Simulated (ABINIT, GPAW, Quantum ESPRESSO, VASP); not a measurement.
Sn2Pt (Fm-3m, 3 atoms in the cell) computed with different codes at matched settings

Self-consistent single point.

```
Sn2Pt
1.0
    0.00000     3.24309     3.24309
    3.24309     0.00000     3.24309
    3.24309     3.24309     0.00000
Sn Pt
2 1
Direct
  0.75000   0.75000   0.75000
  0.25000   0.25000   0.25000
  0.00000   0.00000   0.00000
```

Shared settings, as Quantum ESPRESSO writes them: occupations = smearing; smearing = gauss; degauss = 0.019992 Ry; K_POINTS = automatic 4 4 4 0 0 0. Potentials and cutoffs stand in the table.

| code | model | pressure (GPa) | cutoff |
|---|---|---|---|
| ABINIT | LDA (PW92), norm-conserving pseudopotentials (PseudoDojo nc-sr-04 LDA standard) | -4.11 | 42 Ha |
| GPAW | LDA (Perdew-Wang 92), GPAW PAW datasets LDA (gpaw-data 1.0.1) | -4.82 | 550 eV |
| VASP | LDA (PZ), VASP's LDA PAW potentials (set 64) | -4.46 | 300 eV |
| Quantum ESPRESSO | LDA (PZ), GBRV 1.5 ultrasoft (LDA) pseudopotentials | -4.58 | 40 Ry |

On ABINIT's run: spin-orbit coupling is off. Spin polarisation is off.

The spread over the programs that give each value: pressure within 0.71 GPa.

The same LDA comes in different parametrisations, which differ slightly.

On the base mesh (12 12 12 0 0 0) the same programs gave: ABINIT pressure -3.73 GPa; GPAW pressure -4.33 GPa; Quantum ESPRESSO pressure -4.20 GPa; VASP pressure -4.12 GPa.

The values differ from the base mesh's, so the mesh still matters here: the table compares the programs at equal settings.

VASP's run is marked for a possible Pulay error in its stress at this cutoff; no cutoff test was made.

The starting cell comes from a database of computed structures (which also holds hypothetical and non-ambient phases and stackings), without a prior relaxation at this level.

Left out of this page: Ansatz, Elk, FLEUR and SIESTA (not drawn, or without a comparable value).
